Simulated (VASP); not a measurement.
## Relaxed cell of NbP: a test of cutoff and mesh

Aim: test the relaxed volume of NbP against cutoff and mesh. The starting structure is a computed structure from the Materials Project. The first relaxation on each setting starts from this cell expanded by 3 % in volume.

Program: VASP 6.6.1. Level of theory: Kohn-Sham DFT with plane waves and PAW; PBEsol. Results are calculated unless marked as measured.

**1. The starting structure**

The structure is tetragonal, space group I4_1md (No. 109). The conventional cell has a = 3.350 Å, b = 3.350 Å, c = 11.480 Å, α = 90.00°, β = 90.00°, γ = 90.00°. Nearest to Nb lie 6 P at 2.55 Å. P has 6 Nb at 2.55 Å nearest. Farther neighbours are not listed.

Structure file:

```cif
data_structure
_symmetry_space_group_name_H-M 'P 1'
_symmetry_Int_Tables_number 1
_cell_length_a 3.3498
_cell_length_b 3.3498
_cell_length_c 6.2096
_cell_angle_alpha 105.648
_cell_angle_beta 74.352
_cell_angle_gamma 90.000
_cell_volume 64.41
loop_
_atom_site_label
_atom_site_type_symbol
_atom_site_fract_x
_atom_site_fract_y
_atom_site_fract_z
_atom_site_occupancy
Nb1 Nb 0.24988 0.25012 0.50024 1
Nb2 Nb 0.49988 0.50012 0.00024 1
P3 P 0.83275 0.66725 0.33450 1
P4 P 0.08275 0.91725 0.83450 1
```

**2. Reference relaxation**

This run starts from the cell of an earlier relaxation, which isn't shown; the restart sets up the plane waves anew.

The input, INCAR:

```
SYSTEM = NbP
PREC = Accurate
ENCUT = 450
EDIFF = 1E-06
NELM = 100
ISMEAR = 1
SIGMA = 0.15
LREAL = .FALSE.
ALGO = Normal
GGA = PS
NBANDS = 24
LASPH = .TRUE.
LORBIT = 11
LWAVE = .FALSE.
LCHARG = .FALSE.
KPAR = 8
IBRION = 2
NSW = 50
ISIF = 3
EDIFFG = -0.006
```

The input, POSCAR:

```
NbP
1.0
    0.0000000000     -3.3188413479      0.0000000000
   -3.3188413479      0.0000000000      0.0000000000
    1.6594206739     -1.6594206739     -5.6421662941
Nb P
2 2
Direct
    0.2501941554      0.2498058446      0.4996116893
    0.5001941554      0.4998058446      0.9996116893
    0.8324344146      0.6675655854      0.3351311707
    0.0824344146      0.9175655854      0.8351311707
```

The input, KPOINTS:

```
Automatic mesh
0
Gamma
12 12 12
0 0 0
```

Potentials, in the order of the species: Nb_sv and P (PBE family, release 64).

Started as:

```sh
$ mpirun -np 8 vasp_std
```

Log:

```text
[banner, memory and clock lines left out]
running    8 mpi-ranks, on    1 nodes
 distrk:  each k-point on    1 cores,    8 groups
 distr:  one band on    1 cores,    1 groups

 POSCAR found type information on POSCAR NbP
 POSCAR found :  2 types and       4 ions
|                                                                             |
|           W    W    AA    RRRRR   N    N  II  N    N   GGGG   !!!           |
|           W    W   A  A   R    R  NN   N  II  NN   N  G    G  !!!           |
|           W    W  A    A  R    R  N N  N  II  N N  N  G       !!!           |
|           W WW W  AAAAAA  RRRRR   N  N N  II  N  N N  G  GGG   !            |
|           WW  WW  A    A  R   R   N   NN  II  N   NN  G    G                |
|           W    W  A    A  R    R  N    N  II  N    N   GGGG   !!!           |
|                                                                             |
|     For optimal performance we recommend to set                             |
|       NCORE = 2 up to number-of-cores-per-socket                            |
|     NCORE specifies how many cores store one orbital (NPAR=cpu/NCORE).      |
|     This setting can greatly improve the performance of VASP for DFT.       |
|     The default, NCORE=1 might be grossly inefficient on modern             |
|     multi-core architectures or massively parallel machines. Do your        |
|     Unfortunately you need to use the default for GW and RPA                |
|     calculations (for HF NCORE is supported but not extensively tested      |
|     yet).                                                                   |
|                                                                             |

|                                                                             |
|               ----> ADVICE to this user running VASP <----                  |
|                                                                             |
|     You enforced a specific xc type in the INCAR file but a different       |
|     [... a line on the potential file left out ...]
|     I HOPE YOU KNOW WHAT YOU ARE DOING!                                     |
|                                                                             |

 LDA part: xc-table for (Slater+PW92), standard interpolation
 POSCAR, INCAR and KPOINTS ok, starting setup
 FFT: planning ... GRIDC
 FFT: planning ... GRID_SOFT
 FFT: planning ... GRID
 WAVECAR not read
 entering main loop
       N       E                     dE             d eps       ncg     rms          rms(c)
DAV:   1     0.312579942457E+03    0.31258E+03   -0.18010E+04  7840   0.135E+03
DAV:   2    -0.134297571227E+02   -0.32601E+03   -0.31924E+03  9448   0.496E+02
DAV:   3    -0.388108586372E+02   -0.25381E+02   -0.25008E+02 14568   0.101E+02
DAV:   4    -0.400906196649E+02   -0.12798E+01   -0.12761E+01 11384   0.199E+01
DAV:   5    -0.401482581838E+02   -0.57639E-01   -0.57623E-01 13512   0.445E+00    0.137E+01
DAV:   6    -0.378516248478E+02    0.22966E+01   -0.98777E+00 11752   0.207E+01    0.499E+00
DAV:   7    -0.378464196013E+02    0.52052E-02   -0.64714E-01 13160   0.429E+00    0.298E+00
DAV:   8    -0.378363670458E+02    0.10053E-01   -0.66549E-02 11176   0.174E+00    0.454E-01
DAV:   9    -0.378366393778E+02   -0.27233E-03   -0.91948E-03 13832   0.620E-01    0.299E-01
DAV:  10    -0.378368452674E+02   -0.20589E-03   -0.16739E-03 10216   0.401E-01    0.530E-02
DAV:  11    -0.378368212769E+02    0.23990E-04   -0.11631E-04 11416   0.875E-02    0.205E-02
DAV:  12    -0.378368201143E+02    0.11626E-05   -0.73879E-06 11280   0.273E-02    0.435E-03
DAV:  13    -0.378368197758E+02    0.33846E-06   -0.36069E-07  7728   0.531E-03
   1 F= -.37836820E+02 E0= -.37836727E+02  d E =-.378368E+02
 curvature:   0.00 expect dE= 0.000E+00 dE for cont linesearch  0.000E+00
 trial: gam= 0.00000 g(F)=  0.192E-07 g(S)=  0.165E-04 ort = 0.000E+00 (trialstep = 0.100E+01)
 search vector abs. value=  0.165E-04
 bond charge predicted
       N       E                     dE             d eps       ncg     rms          rms(c)
DAV:   1    -0.378369261154E+02   -0.10600E-03   -0.41749E-03 10632   0.682E-01    0.786E-02
DAV:   2    -0.378368391310E+02    0.86984E-04   -0.39518E-04 11672   0.186E-01    0.307E-02
DAV:   3    -0.378368163777E+02    0.22753E-04   -0.53769E-05 11992   0.612E-02    0.117E-02
DAV:   4    -0.378368172515E+02   -0.87381E-06   -0.20032E-05 13776   0.204E-02    0.689E-03
DAV:   5    -0.378368188360E+02   -0.15845E-05   -0.10339E-06  7768   0.751E-03    0.448E-03
DAV:   6    -0.378368203423E+02   -0.15063E-05   -0.11295E-06  7392   0.746E-03    0.199E-03
DAV:   7    -0.378368201811E+02    0.16120E-06   -0.43786E-07  6512   0.676E-03
   2 F= -.37836820E+02 E0= -.37836726E+02  d E =-.405278E-06
 trial-energy change:   -0.000000  1 .order   -0.000001   -0.000017    0.000015
 step:   0.5276(harm=  0.5276)  dis= 0.00001  next Energy=   -37.836824 (dE=-0.436E-05)
 bond charge predicted
       N       E                     dE             d eps       ncg     rms          rms(c)
DAV:   1    -0.378368486065E+02   -0.28264E-04   -0.94451E-04 10048   0.322E-01    0.377E-02
DAV:   2    -0.378368301067E+02    0.18500E-04   -0.93945E-05 11584   0.896E-02    0.150E-02
DAV:   3    -0.378368251011E+02    0.50057E-05   -0.12190E-05 11920   0.292E-02    0.572E-03
DAV:   4    -0.378368246731E+02    0.42795E-06   -0.43949E-06 10720   0.993E-03
   3 F= -.37836825E+02 E0= -.37836731E+02  d E =-.489728E-05
 curvature:  -0.26 expect dE=-0.248E-05 dE for cont linesearch -0.473E-06
 trial: gam= 0.00000 g(F)=  0.291E-06 g(S)=  0.912E-05 ort =-0.544E-05 (trialstep = 0.906E+00)
 search vector abs. value=  0.941E-05
 reached required accuracy - stopping structural energy minimisation
```

Run time: 54 s. Hardware: 8 MPI ranks of Intel Xeon Platinum 8259CL at 2.50GHz (Skylake/Cascade Lake), shared host; peak memory 2.3 GiB.

The logs omit lines about the potential files and the build; timing stands in the text.

OUTCAR, selected parts (step 2):

```text
ion  position               nearest neighbor table
   1  0.250  0.250  0.500-   4 2.52   4 2.52   3 2.52   3 2.52   3 2.52   3 2.52
   2  0.500  0.500  1.000-   3 2.52   3 2.52   4 2.52   4 2.52   4 2.52   4 2.52
   3  0.832  0.668  0.335-   2 2.52   2 2.52   1 2.52   1 2.52   1 2.52   1 2.52
   4  0.082  0.918  0.835-   1 2.52   1 2.52   2 2.52   2 2.52   2 2.52   2 2.52

  LATTYP: Found a body centered tetragonal cell.
 ALAT       =     3.3188413479
 C/A-ratio  =     3.4000819579

 Subroutine GETGRP returns: Found  8 space group operations
 (whereof  4 operations were pure point group operations)

The static configuration has the point symmetry C_2v.
 The point group associated with its full space group is C_4v.

 Found    163 irreducible k-points:

   k-points           NKPTS =    163   k-points in BZ     NKDIM =    163   number of bands    NBANDS=     24

   dimension x,y,z NGX =    24 NGY =   24 NGZ =   42
   dimension x,y,z NGXF=    48 NGYF=   48 NGZF=   84

   ENCUT  =  450.0 eV  33.07 Ry    5.75 a.u.   5.74  5.74 10.57*2*pi/ulx,y,z

   NELECT =      36.0000    total number of electrons

 k-points in reciprocal lattice and weights: Automatic mesh
   0.00000000  0.00000000  0.00000000       0.001
   0.08333333  0.00000000 -0.00000000       0.005
   0.16666667  0.00000000 -0.00000000       0.005
   0.25000000  0.00000000  0.00000000       0.005
   0.33333333  0.00000000  0.00000000       0.005
   0.41666667  0.00000000  0.00000000       0.005
   0.50000000  0.00000000  0.00000000       0.002
   0.08333333  0.08333333  0.00000000       0.002
   0.16666667  0.08333333 -0.00000000       0.009
[...]
-0.08333333  0.08333333  0.41666667       0.002
   0.00000000  0.00000000  0.50000000       0.001

 average (electrostatic) potential at core
       1 -77.3779       2 -77.3779       3 -77.3568       4 -77.3568

 E-fermi :  10.9360

 k-point     1 :       0.0000    0.0000    0.0000
  band No.  band energies     occupation
    ...
     14       8.6587      2.00000
     15       8.7025      2.00000
     16       9.1776      2.00000
     17       9.5733      2.00000
     18       9.5733      2.00000
     19      11.7664     -0.00000
     20      12.6062     -0.00000
     21      13.7434     -0.00000
     22      14.2125      0.00000
     23      14.2125      0.00000
    ...

 k-point     2 :       0.0833    0.0000   -0.0000
  band No.  band energies     occupation
    ...
     14       8.5794      2.00000
     15       8.7962      2.00000
     16       9.0860      2.00000
     17       9.5378      2.00000
     18       9.6614      2.00000
     19      11.6346     -0.00000
     20      12.4021     -0.00000
     21      13.5567     -0.00000
     22      14.0455      0.00000
     23      14.4600      0.00000
    ...

 k-point     3 :       0.1667    0.0000   -0.0000
  band No.  band energies     occupation
    ...
     14       8.3809      2.00000
     15       8.9662      2.00000
     16       9.1366      2.00000
     17       9.3692      2.00000
     18       9.9487      2.00000
     19      11.4229     -0.00004
     20      12.1187     -0.00000
     21      12.9870     -0.00000
     22      13.8714     -0.00000
     23      14.3361      0.00000
    ...

  Total        0.0191853      0.0191853      0.0044891      0.0000000     -0.0000000      0.0000000
  in kB        0.4947650      0.4947650      0.1157689      0.0000000     -0.0000000      0.0000000
  external PRESSURE =       0.3684330 kB  Pullay stress =       0.0000000 kB

  energy-cutoff  :      450.00
  volume of cell :       62.13
      direct lattice vectors                 reciprocal lattice vectors
     0.000000000 -3.318684062 -0.000000000     0.000000000 -0.301324254  0.088638442
    -3.318684062  0.000000000  0.000000000    -0.301324254  0.000000000 -0.088638442
     1.659342031 -1.659342031 -5.640893349    -0.000000000  0.000000000 -0.177276885

 POSITION                                       TOTAL-FORCE (eV/Angst)
 -----------------------------------------------------------------------------------
      0.00000     -1.65934     -2.81826         0.000000     -0.000000      0.001229
      0.00000     -3.31868     -5.63871         0.000000     -0.000000      0.001229
     -1.65934     -3.31868     -1.89043        -0.000000      0.000000     -0.001229
     -1.65934     -1.65934     -4.71088        -0.000000      0.000000     -0.001229
 -----------------------------------------------------------------------------------
    total drift:                               -0.000000      0.000000     -0.000326

  FREE ENERGIE OF THE ION-ELECTRON SYSTEM (eV)
  ---------------------------------------------------
  free  energy   TOTEN  =       -37.8368246731 eV

  energy  without entropy=      -37.8365442151  energy(sigma->0) =      -37.83673119

 reached required accuracy - stopping structural energy minimisation

 total charge
# of ion       s       p       d       tot
------------------------------------------
    1        2.161   6.035   2.506  10.702
    2        2.161   6.035   2.506  10.702
    3        1.019   1.536   0.000   2.555
    4        1.019   1.536   0.000   2.555
--------------------------------------------------
tot          6.359  15.142   5.012  26.514

[... 3 further parts left out ...]
```

CONTCAR:

```
NbP
   1.00000000000000
     0.0000000000000000   -3.3186840617385873   -0.0000000000000066
    -3.3186840617385873    0.0000000000000000    0.0000000000000066
     1.6593420308193074   -1.6593420308193074   -5.6408933486069763
  Nb              P
     2     2
Direct
     0.2501934439679221    0.2498065560320779    0.4996131121641575
     0.5001934439679222    0.4998065560320779    0.9996131121641576
     0.8324351260320820    0.6675648739679180    0.3351297478358411
     0.0824351260320821    0.9175648739679180    0.8351297478358410
```

The PAW data sets were made with PBE, which is usual practice but a small mismatch for other functionals. Methfessel-Paxton smearing is not meant for a cell with a gap. The run keeps the 8 symmetry operations of its start, so it cannot find a distortion of lower symmetry.

The reference relaxation ends at 15.532 Å³ an atom. Pressures at 0.985 and 1.015 times this volume, from two more relaxations that aren't shown, give a bulk modulus of 200.8 GPa.

**3. Relaxation with a cutoff of 290 eV**

Against step 2 the input has ENCUT = 290. This run starts from the cell of an earlier relaxation, which isn't shown; the restart sets up the plane waves anew.

INCAR, as its differences from that of step 2:

```diff
@@ -2,3 +2,3 @@
 PREC = Accurate
-ENCUT = 450
+ENCUT = 290
 EDIFF = 1E-06
```

The input, POSCAR:

```
NbP
1.0
    0.0000000000     -3.3170681015      0.0000000000
   -3.3170681015      0.0000000000      0.0000000000
    1.6585340507     -1.6585340507     -5.6365853123
Nb P
2 2
Direct
    0.2502168804      0.2497831196      0.4995662392
    0.5002168804      0.4997831196      0.9995662392
    0.8324116896      0.6675883104      0.3351766208
    0.0824116896      0.9175883104      0.8351766208
```

KPOINTS is that of step 2.

Started as:

```sh
$ mpirun -np 8 vasp_std
```

Log:

```text
[banner, memory and clock lines left out]
running    8 mpi-ranks, on    1 nodes
[...]
[... a notice as in an earlier step ...]

 [... a notice as in an earlier step ...]

 LDA part: xc-table for (Slater+PW92), standard interpolation
 POSCAR, INCAR and KPOINTS ok, starting setup
[...]
entering main loop
       N       E                     dE             d eps       ncg     rms          rms(c)
DAV:   1     0.221158278361E+03    0.22116E+03   -0.14476E+04  8072   0.985E+02
DAV:   2    -0.206217887414E+02   -0.24178E+03   -0.23666E+03 10024   0.386E+02
DAV:   3    -0.394682381710E+02   -0.18846E+02   -0.18696E+02 14984   0.787E+01
DAV:   4    -0.401116227157E+02   -0.64338E+00   -0.64236E+00 10680   0.138E+01
[...]
DAV:  11    -0.378186022064E+02    0.21239E-04   -0.10039E-04 11752   0.839E-02    0.228E-02
DAV:  12    -0.378185999784E+02    0.22280E-05   -0.67116E-06 11240   0.226E-02    0.617E-03
DAV:  13    -0.378185997282E+02    0.25019E-06   -0.16677E-07  7656   0.327E-03
   1 F= -.37818600E+02 E0= -.37818509E+02  d E =-.378186E+02
[... from here on, the cycles between the ionic steps are left out ...]
   2 F= -.37818412E+02 E0= -.37818320E+02  d E =0.187243E-03
   3 F= -.37818673E+02 E0= -.37818582E+02  d E =-.735073E-04
   4 F= -.37818682E+02 E0= -.37818591E+02  d E =-.908070E-05
 trial-energy change:   -0.000009  1 .order   -0.000010   -0.000015   -0.000005
 step:   1.2402(harm=  1.2402)  dis= 0.00012  next Energy=   -37.818684 (dE=-0.108E-04)
 reached required accuracy - stopping structural energy minimisation
```

Run time: 45 s. Hardware: 8 MPI ranks; peak memory 1.6 GiB.

OUTCAR, selected parts (step 3):

```text
  Total        0.0047333      0.0047333     -0.0055155      0.0000000      0.0000000     -0.0000000
  in kB        0.1224436      0.1224436     -0.1426784      0.0000000      0.0000000     -0.0000000
  external PRESSURE =       0.0340696 kB  Pullay stress =       0.0000000 kB

 POSITION                                       TOTAL-FORCE (eV/Angst)
 -----------------------------------------------------------------------------------
     -0.00000     -1.65815     -2.81324         0.000000     -0.000000      0.003690
     -0.00000     -3.31630     -5.62901         0.000000     -0.000000      0.003690
     -1.65815     -3.31630     -1.88764        -0.000000      0.000000     -0.003690
     -1.65815     -1.65815     -4.70341        -0.000000      0.000000     -0.003690
 -----------------------------------------------------------------------------------
    total drift:                                0.000009     -0.000009      0.000639

  FREE ENERGIE OF THE ION-ELECTRON SYSTEM (eV)
  ---------------------------------------------------
  free  energy   TOTEN  =       -37.8186823161 eV

  energy  without entropy=      -37.8184086708  energy(sigma->0) =      -37.81859110

[... 2 parts as in an earlier step ...]

[... 2 further parts left out ...]
[key lines of the parts left out:]
E-fermi :  10.9850
```

With a cutoff of 290 eV the cell ends at 15.484 Å³ an atom, -0.31 % from the reference; the bulk modulus is 204.0 GPa against 200.8 GPa.

[end of part 1 of 2]

[Lines on the potential files, build, host, timing and source positions are cut from VASP's logs without a mark.]

[Logs are printed without paths, hosts, clocks, repeated set-up lines and the standing remarks that a program may print on its own settings, such as how far it seeks lower states.]

[Hosts, paths, dates, database ids (printed as entryN), source tags and the programs' standing remarks are cut or masked in the printed files.]
